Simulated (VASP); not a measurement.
Input:

```yaml
crystal:
  lattice:
    - [2.27746, -3.93109, 0.00000]
    - [2.27746, 3.93109, 0.00000]
    - [0.00000, 0.00000, 4.67198]
  atoms:
    - { symbol: Ga, position: [0.15559, 0.84441, 0.91904] }
    - { symbol: Ga, position: [0.34441, 0.65559, 0.41904] }
    - { symbol: Ga, position: [0.65559, 0.34441, 0.58096] }
    - { symbol: Ga, position: [0.84441, 0.15559, 0.08096] }
```

These are revPBE GGA, VASP's PBE PAW potentials (set 64) (plane waves; VASP) values and carry that method's errors. Numerical set-up: 520 eV cut-off, Gaussian smearing of 0.050 eV, potentials Ga_d.

Q: What does the run give for the band gap (along the path) with the smallest direct gap where there is one?

A: 
band gap (along the path): none (metal, semimetal or under 0.01 eV)

Only differences to runs with the same potentials and settings are physical.

The compound is Ga in the alpha structure. It was relaxed first, which changed the volume by +7 %.
